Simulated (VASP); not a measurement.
```xyz
2
Lattice="3.8895 -2.1619 -0.0267 3.8895 2.1619 -0.0267 2.7122 0.0000 3.5280" Properties=species:S:1:pos:R:3 pbc="T T T"
Sb     2.4792     0.0000     0.8211
Sb     8.0121     0.0000     2.6536
```

Computed with PBE GGA with D4 dispersion, VASP's PBE PAW potentials (set 64) (plane waves; VASP 6.6.1). Settings: 520 eV cut-off, Gaussian smearing of 0.050 eV, potentials Sb.

Unless said otherwise, spin-orbit coupling is left out, though it shifts the bands of the heavy elements here.

Question: Estimate the band gap (along the path) with the smallest direct gap where there is one.

Answer: 
The band gap (along the path) is 0.06 eV. The smallest direct gap (along the path) is 0.06 eV.

The absolute energy has meaning only against runs of the same code, potentials and settings.

The compound is Sb in the a7 structure. It was relaxed first.
